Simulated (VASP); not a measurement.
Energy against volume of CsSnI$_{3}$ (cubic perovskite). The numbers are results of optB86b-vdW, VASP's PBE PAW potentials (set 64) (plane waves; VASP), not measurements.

| V (Å³/atom) | E (eV/atom) |
|---|---|
| 44.628 | -0.45068 |
| 46.052 | -0.45927 |
| 47.476 | -0.46205 |
| 48.900 | -0.45994 |
| 50.325 | -0.45368 |

Question: Fit a third-order Birch-Murnaghan equation of state.

Answer: 
```
Property                                          Value
---------------------------------------  --------------
volume per atom                          47.53 Å^3/atom
bulk modulus                                   18.2 GPa
pressure derivative of the bulk modulus            4.60
lattice constant a                              6.194 Å
```

The compound is CsSnI3 in the cubic perovskite structure, the ideal cubic form; the compound distorts at low or room temperature. It was relaxed first.
